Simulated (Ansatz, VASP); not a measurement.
## LiTaF6: VASP beside Ansatz

One calculation is typed for both programs; each brings its own data sets. How far apart do they land? The cell is taken from a series of runs on this material, whose earlier steps may have relaxed, scaled, displaced or heated it; both programs get it as it stands.

Program: Ansatz 0.2.0. Level of theory: plane waves, with VASP 6.6.1 beside it; G0W0 gap at r2SCAN. Results are calculated unless marked as measured.

### 1. Starting point

Symmetry: R-3, No. 148, trigonal system. The conventional cell has a = 5.169 Å, b = 5.169 Å, c = 13.578 Å, α = 90.00°, β = 90.00°, γ = 120.00°. Nearest to Li lie 6 F at 1.99 Å. Nearest to Ta lie 6 F at 1.91 Å. Nearest to F lie 1 Ta at 1.91 Å and 1 Li at 1.99 Å. F has 1 Ta at 1.91 Å and 1 Li at 1.99 Å nearest. Farther neighbours and most contacts between anions are not listed.

### 2. Ansatz: G0W0 gap, r2SCAN

Ansatz runs on its default PAW (the set named soft_2) files.

Quasiparticle shifts depend on high empty states and on the cores, so they are the hardest test of two PAW sets.

input.yaml

```yaml
crystal:
  lattice:
    - [5.1693363096, 2.9845177098, 9.0520027666]
    - [-5.1693363096, 2.9845177098, 9.0520027666]
    - [0.0, -2.9845177099, 4.5260013833]
  atoms:
    - { symbol: Li, position: [0.25, 0.25, 0.5] }
    - { symbol: Ta, position: [0.0, 0.0, 0.0] }
    - { symbol: F, position: [0.324835485, 0.122695325, 0.86097381] }
    - { symbol: F, position: [0.122695325, 0.430486905, 0.64967097] }
    - { symbol: F, position: [0.430486905, 0.324835485, 0.24539065] }
    - { symbol: F, position: [0.175164515, 0.377304675, 0.13902619] }
    - { symbol: F, position: [0.377304675, 0.069513095, 0.35032903] }
    - { symbol: F, position: [0.069513095, 0.175164515, 0.75460935] }
    - { symbol: Li, position: [0.25, 0.75, 0.5] }
    - { symbol: Ta, position: [0.0, 0.5, 0.0] }
    - { symbol: F, position: [0.324835485, 0.622695325, 0.86097381] }
    - { symbol: F, position: [0.122695325, 0.930486905, 0.64967097] }
    - { symbol: F, position: [0.430486905, 0.824835485, 0.24539065] }
    - { symbol: F, position: [0.175164515, 0.877304675, 0.13902619] }
    - { symbol: F, position: [0.377304675, 0.569513095, 0.35032903] }
    - { symbol: F, position: [0.069513095, 0.675164515, 0.75460935] }
    - { symbol: Li, position: [0.75, 0.25, 0.5] }
    - { symbol: Ta, position: [0.5, 0.0, 0.0] }
    - { symbol: F, position: [0.824835485, 0.122695325, 0.86097381] }
    - { symbol: F, position: [0.622695325, 0.430486905, 0.64967097] }
    - { symbol: F, position: [0.930486905, 0.324835485, 0.24539065] }
    - { symbol: F, position: [0.675164515, 0.377304675, 0.13902619] }
    - { symbol: F, position: [0.877304675, 0.069513095, 0.35032903] }
    - { symbol: F, position: [0.569513095, 0.175164515, 0.75460935] }
    - { symbol: Li, position: [0.75, 0.75, 0.5] }
    - { symbol: Ta, position: [0.5, 0.5, 0.0] }
    - { symbol: F, position: [0.824835485, 0.622695325, 0.86097381] }
    - { symbol: F, position: [0.622695325, 0.930486905, 0.64967097] }
    - { symbol: F, position: [0.930486905, 0.824835485, 0.24539065] }
    - { symbol: F, position: [0.675164515, 0.877304675, 0.13902619] }
    - { symbol: F, position: [0.877304675, 0.569513095, 0.35032903] }
    - { symbol: F, position: [0.569513095, 0.675164515, 0.75460935] }
kpoints:
  mp_grid: { grid: [1, 1, 2] }
hamiltonian:
  xc: r2scan
scf:
  occupations: { method: fixed }
gw:
  n_empty_bands: 440
  ecut_chi: 60.0
  qp_bands: [v1, c1]
  qp_kpoints: band_edges
  screening: { model: contour_deformation }
```

Run with:

```sh
> ansatz run input.yaml --threads 16 --pin off --max-ram 36864MiB --backend cpu --events-out ev --progress --plain --runs-dir out
```

Numbers of over 12 decimals in the logs are rounded to 6 here.

The program printed:

```text
Engine: ansatz 0.2.0, aarch64-unknown-linux-gnu
Pseudopotentials: kind: paw
Pseudopotential: Li, paw, valence charge 3, recommended cutoff 500 eV (meta_gga), Li.paw.azcp
Pseudopotential: Ta, paw, valence charge 13, recommended cutoff 500 eV (meta_gga), Ta.paw.azcp
Pseudopotential: F, paw, valence charge 7, recommended cutoff 500 eV (meta_gga), F.paw.azcp
Functional definition: r2SCAN
  parameter k0 = 0.174
  parameter k1 = 0.065
  parameter a1 = 4.9479
  exchange = r2scan_x(k0 = k0, k1 = k1, a1 = a1)
  correlation = r2scan_c
Crystal: 32 atoms, lattice volume = 418.962 Å³
Basis set: ecut = 500 eV, 10627 PW (Γ), exchange–correlation on 320×320×160 points (64 copies of the dense FFT grid, shifted against one another)
Bands: 148, of which v1, the nominal top of the filled ones, is band 116 counted from 1 (115 counted from 0)
Symmetry: 8 space group operations
Space group: R-3 (ITA 148), of the structure as read, at distance tolerance 7.5e-5 Å
k-points: 2
Non-local potential: Li, projectors of the file, l = 0: 3, l = 1: 2, l = 2: 1
Non-local potential: Ta, projectors of the file, l = 0: 3, l = 1: 2, l = 2: 2, l = 3: 1
Non-local potential: F, projectors of the file, l = 0: 2, l = 1: 2, l = 2: 1
PAW form: soft (Blöchl's): semilocal exchange-correlation on the pseudo side does not see the compensation charge
PAW frozen core: Ta, regenerated for the run's functional (the file was generated under x = pbe(κ = 0.804, μ = 0.219515), c = pbe(β = 0.066725))
PAW frozen core: F, regenerated for the run's functional (the file was generated under x = pbe(κ = 0.804, μ = 0.219515), c = pbe(β = 0.066725))
PAW one-centre angular grid: Li, 302 points (default); XC on 327 of its mesh's 2665 points in the sphere
PAW one-centre angular grid: Ta, 590 points (default); XC on 160 Gauss nodes
PAW one-centre angular grid: F, 302 points (default); XC on 160 Gauss nodes
Initial density: superposition of atomic densities (neutral atoms: chi_scale 0, normalization atom), corrected by the library's trained network
Initial wavefunctions: pseudopotential atomic-orbital guess
Functional: x = r2scan, c = r2scan; τ floored in thin density (d = 2e-4 eV/Å³)
SCF iter   1: F=—  HF=-60073.793833 eV  |F-HF|=—  |Δ(HF+E_count)|=         —  Δρ=1.12e-2  dr2=6.26e-1  dr2_τ=1.18e0  ethr=1.77e-3  ⟨swp⟩=4.0  Hψ=989  notcnv=0  defer=53
preconditioner: auto → Resta (q_TF=auto, 2.472 Å⁻¹)  ε∞=3.1  [insulator: Δε(μ)=7.383 eV  Ē_g=17.217 eV  n_scr=110 (ndim 8)  ℏωp=25.1 eV  f_vac=0.186  ε∞_Penn≈3.1]
SCF iter   2: F=—  HF=-60074.016573 eV  |F-HF|=—  |Δ(HF+E_count)|=   2.23e-1  Δρ=5.14e-3  dr2=2.94e-2  dr2_τ=2.70e-2  ethr=2.70e-4  ⟨swp⟩=3.0  Hψ=538  notcnv=0  defer=60
SCF iter   3: F=—  HF=-60074.020967 eV  |F-HF|=—  |Δ(HF+E_count)|=   4.39e-3  Δρ=2.15e-3  dr2=9.27e-3  dr2_τ=1.72e-3  ethr=1.27e-5  ⟨swp⟩=2.0  Hψ=428  notcnv=0  defer=60
SCF iter   4: F=—  HF=-60074.020718 eV  |F-HF|=—  |Δ(HF+E_count)|=   2.49e-4  Δρ=2.35e-4  dr2=1.69e-4  dr2_τ=2.62e-5  ethr=4.00e-6  ⟨swp⟩=2.0  Hψ=404  notcnv=0  defer=60
SCF iter   5: F=—  HF=-60074.020754 eV  |F-HF|=—  |Δ(HF+E_count)|=   3.63e-5  Δρ=4.11e-5  dr2=8.77e-6  dr2_τ=1.08e-6  ethr=7.30e-8  ⟨swp⟩=2.0  Hψ=404  notcnv=0  defer=40
SCF iter   6: F=—  HF=-60074.020756 eV  |F-HF|=—  |Δ(HF+E_count)|=   2.10e-6  Δρ=1.23e-5  dr2=7.18e-7  dr2_τ=1.05e-7  ethr=3.78e-9  ⟨swp⟩=2.0  Hψ=464  notcnv=0  defer=40
SCF iter   7: F=-60074.020756 eV  HF=-60074.020756 eV  |F-HF|=5.94e-9  |Δ(HF+E_count)|=   2.27e-7  Δρ=2.98e-6  dr2=4.58e-8  dr2_τ=1.80e-9  ethr=4.31e-11  ⟨swp⟩=10.0  Hψ=1001  notcnv=0
SCF 1 converged in 7 iterations: F = -60074.020756 eV  dr2 = 4.58e-8
  greatest PAW one-centre occupation: 0.999 electrons in one spin orbital (limit 2), on the Li atom at site 24 (counted from 0), in its partial waves of l = 0
NSCF: frozen V_eff on 2 k-points
G₀W₀ screening: q 1/2
[... further progress lines ...]
NSCF: frozen V_eff on 1 k-points
NSCF: frozen V_eff on 1 k-points
[...]
SCF converged after 7 iterations
Free energy (F): -60074.020756 eV
Harris-Foulkes:  -60074.020756 eV  (|F-HF|=5.94e-9)
Internal energy: -60074.020756 eV  (E = F + TS)
E sigma→0 (E₀):  -60074.020756 eV
Fermi energy:    -0.287400 eV
--- Per-component energies (eV) ---
  E_band       = -2955.782665
  E_kinetic    = 6519.297248
  E_local      = -20989.906267  (includes V_loc(G=0)·N_el)
  E_nonlocal   = 1667.511283
  E_hartree    = 7762.521481
  E_xc         = -2752.183249
  E_vxc        = -3725.547738  (∫ρ·V_xc dr)
  E_paw        = -38649.818376  (= ΣΔE_a)
  E_vpaw       = -2207.751963  (= ΣTr[D̂ρ^β])
  E_aug_tail   = 0.024204  (compensation charges beyond the density's cutoff)
  E_vtau       = 255.543917  (kinetic-family band-sum trace: ∫τ·v_τ [+ j·A + Jᵃ·Aᵃ] dr)
  E_ewald      = -13627.688563
  E_core_change = -3.778518  (= ΣΔE_core)
  E_smearing   = -0.000000  (= −TS)
  E_closure    = -0.000000  (closes the sum)
  Σ components = -60074.020756   (vs F -60074.020756, Δ=0.00e0)
--- Band table (eV) ---
  k-point 0: bands = [... 112 lower, -0.3569, -0.3179, -0.2874, -0.2874, 6.7468, 6.7468, 6.7909, 6.7909, ... 28 higher]
  k-point 1: bands = [... 112 lower, -0.4527, -0.3569, -0.3179, -0.3179, 6.7468, 6.7909, 6.8121, 6.8121, ... 28 higher]
--- G₀W₀: contour deformation, 5 samples at zero and on the imaginary axis and 0 off it, 2 q-points, 440 empty bands' worth ---
  eigenvalues of the whole cell's RPA ε∞ on this k-mesh (on a slab, of 1 + 4πα/V) = 2.0676, 2.0676, 2.0677; static W/v taken at q = 0 is 0.483640
  bands read: the sum over 556 bands ends inside a degenerate multiplet in 2 slots, whose members it reads at an even weight; the widest, k=0: bands 556 to 557 (counted from 1) at 1/2 each
  gw.qp_kpoints: band_edges: 2 of 2 stored k-points solved, in 1 pass; an edge of the gap read off the rows below is read off those points alone
    ik  band        ε_KS         Σx   Σc(E_QP)       V_xc       Z   E_QP_lin       E_QP  E_QP is
     0   116     -0.2874   -32.0003     5.4575   -24.9049  0.7950    -1.9591    -1.9254  root
     0   117      6.7468   -15.2818    -3.5620   -21.3664  0.8493     9.3190     9.2693  root
     1   116     -0.3179   -31.9724     5.4499   -24.8795  0.7950    -1.9950    -1.9610  root
     1   117      6.7468   -15.2818    -3.5622   -21.3664  0.8492     9.3189     9.2691  root
```

In the SCF lines HF is the Harris–Foulkes energy and dr2 the Hartree energy of the density residual, in eV; the loop may stop once dr2 is under the threshold and the program's other checks hold. Hψ counts applications of the Hamiltonian.

### 3. VASP: G0W0 gap, r2SCAN

The same cell, functional and mesh now go to VASP, with its own data sets.

Lines of VASP's logs that name or quote its potential files are left out, and so is its time.

The run reads the wave functions of an earlier VASP run, which isn't shown here.

INCAR

```
SYSTEM = LiTaF6
PREC = Accurate
ENCUT = 520
ISMEAR = 0
SIGMA = 0.01
LREAL = Auto
METAGGA = R2SCAN
LASPH = .TRUE.
NBANDS = 556
ALGO = EVGW0
NELMGW = 1
ENCUTGW = 60
NOMEGA = 64
PRECFOCK = Fast
NBANDSGW = 124
LWAVE = .FALSE.
LCHARG = .FALSE.
```

POSCAR

```
LiTaF6
1.0
    5.1693363096      2.9845177098      9.0520027666
   -5.1693363096      2.9845177098      9.0520027666
    0.0000000000     -2.9845177099      4.5260013833
Li Ta F
4 4 24
Direct
    0.2500000000      0.2500000000      0.5000000000
    0.2500000000      0.7500000000      0.5000000000
    0.7500000000      0.2500000000      0.5000000000
    0.7500000000      0.7500000000      0.5000000000
    0.0000000000      0.0000000000      0.0000000000
    0.0000000000      0.5000000000      0.0000000000
    0.5000000000      0.0000000000      0.0000000000
    0.5000000000      0.5000000000      0.0000000000
    0.3248354850      0.1226953250      0.8609738100
    0.1226953250      0.4304869050      0.6496709700
    0.4304869050      0.3248354850      0.2453906500
    0.1751645150      0.3773046750      0.1390261900
    0.3773046750      0.0695130950      0.3503290300
    0.0695130950      0.1751645150      0.7546093500
    0.3248354850      0.6226953250      0.8609738100
    0.1226953250      0.9304869050      0.6496709700
    0.4304869050      0.8248354850      0.2453906500
    0.1751645150      0.8773046750      0.1390261900
    0.3773046750      0.5695130950      0.3503290300
    0.0695130950      0.6751645150      0.7546093500
    0.8248354850      0.1226953250      0.8609738100
    0.6226953250      0.4304869050      0.6496709700
    0.9304869050      0.3248354850      0.2453906500
    0.6751645150      0.3773046750      0.1390261900
    0.8773046750      0.0695130950      0.3503290300
    0.5695130950      0.1751645150      0.7546093500
    0.8248354850      0.6226953250      0.8609738100
    0.6226953250      0.9304869050      0.6496709700
    0.9304869050      0.8248354850      0.2453906500
    0.6751645150      0.8773046750      0.1390261900
    0.8773046750      0.5695130950      0.3503290300
    0.5695130950      0.6751645150      0.7546093500
```

KPOINTS

```
Automatic mesh
0
Gamma
1 1 2
0 0 0
```

PAW data sets: Li_sv_GW, Ta_sv_GW and F_GW (PBE family, release 64).

Run with:

```sh
> export OMP_NUM_THREADS=3
> mpirun -np 1 vasp_std
```

The program printed:

```text
[banner, memory and clock lines left out]
running    1 mpi-ranks, on    1 nodes
[...]
Offloading initialized ...    1 GPUs detected
[...]
|                                                                             |
|               ----> ADVICE to this user running VASP <----                  |
|                                                                             |
|     You enforced a specific xc type in the INCAR file but a different       |
|     [... a line on the potential file left out ...]
|     I HOPE YOU KNOW WHAT YOU ARE DOING!                                     |
|                                                                             |

|                                                                             |
|           W    W    AA    RRRRR   N    N  II  N    N   GGGG   !!!           |
|           W    W   A  A   R    R  NN   N  II  NN   N  G    G  !!!           |
|           W    W  A    A  R    R  N N  N  II  N N  N  G       !!!           |
[...]
|                                                                             |
|           W    W    AA    RRRRR   N    N  II  N    N   GGGG   !!!           |
|           W    W   A  A   R    R  NN   N  II  NN   N  G    G  !!!           |
|           W    W  A    A  R    R  N N  N  II  N N  N  G       !!!           |
|           W WW W  AAAAAA  RRRRR   N  N N  II  N  N N  G  GGG   !            |
|           WW  WW  A    A  R   R   N   NN  II  N   NN  G    G                |
|           W    W  A    A  R    R  N    N  II  N    N   GGGG   !!!           |
|                                                                             |
|     Your reciprocal lattice and k-lattice belong to different lattice       |
|     classes:                                                                |
|                                                                             |
|        The reciprocal lattice is base-centered monoclinic,                  |
|        whereas your k-lattice is rhombohedral (trigonal).                   |
|                                                                             |
|     Results are often still useful ...                                      |
|                                                                             |

 entering main loop
[key lines of the parts left out:]
E-fermi :   0.7134
```

OUTCAR, selected parts (step 3):

```text
 QP shifts <psi_nk| G(iteration)W_0 |psi_nk>: iteration 1
 for sc-GW calculations column KS-energies equals QP-energies in previous step
 and V_xc(KS)=  KS-energies - (<T + V_ion + V_H > + <T+V_H+V_ion>^1  + <V_x>^1)
 k-point   1 :       0.0000    0.0000    0.0000
  band No.  KS-energies  QP-energies   sigma(KS)   V_xc(KS)     V^pw_x(r,r')   Z            occupation Imag(sigma)
    ...
    113      -2.8648      -4.6561     -25.7295     -23.4745     -30.5595       0.7944       2.0000       0.2799
    114      -2.8250      -4.6093     -25.7870     -23.5427     -30.6172       0.7950       2.0000       0.2789
    115      -2.7956      -4.5798     -25.8147     -23.5710     -30.6478       0.7952       2.0000       0.2786
    116      -2.7956      -4.5798     -25.8147     -23.5710     -30.6478       0.7952       2.0000       0.2786
    117       4.2225       6.7952     -13.8514     -16.9026     -10.8020       0.8432       0.0000      -0.1651
    118       4.2225       6.7952     -13.8514     -16.9026     -10.8020       0.8432       0.0000      -0.1651
    119       4.2665       6.8400     -14.0074     -17.0619     -11.0027       0.8425       0.0000      -0.1639
    120       4.2665       6.8400     -14.0074     -17.0619     -11.0027       0.8425       0.0000      -0.1639
    ...

[... 3 further parts left out ...]
[key lines of the parts left out:]
E-fermi :   0.7134
```

### 4. Differences

Known differences besides the potentials themselves: VASP keeps PBE cores, Ansatz makes them for the functional; fixed occupations in Ansatz, narrow Gaussian smearing in VASP; the cutoff is 500 eV in Ansatz and 520 eV in VASP (PREC = Accurate, projectors in real space); Ansatz integrates over frequency by contour deformation, VASP on a grid of NOMEGA points; Ansatz's G0W0 levels solve the quasiparticle equation, VASP's are linearised. Total energies have different zeros and are not compared.

Both answers:

```csv
quantity,Ansatz,VASP,difference
G0W0 gap on the mesh (eV),11.19,11.38,-0.18
Kohn-Sham gap under it (eV),7.03,7.02,+0.02
```

### 5. Summary of results

| Item | Value |
| --- | --- |
| difference in G0W0 gap on the mesh (G0W0 gap, r2SCAN) | -0.18 eV |

What this shows: The difference in G0W0 gap on the mesh is -0.18 eV (G0W0 gap, r2SCAN). Part of the difference in the G0W0 gap can come from VASP's linearised levels. How closely two codes agree says nothing of how well the functional describes the real material.

[Lines on the potential files, build, host, timing and source positions are cut from VASP's logs without a mark.]

[Logs are printed without paths, hosts, clocks, repeated set-up lines and the standing remarks that a program may print on its own settings, such as how far it seeks lower states.]

[Hosts, paths, dates, database ids (printed as entryN), source tags and the programs' standing remarks are cut or masked in the printed files.]
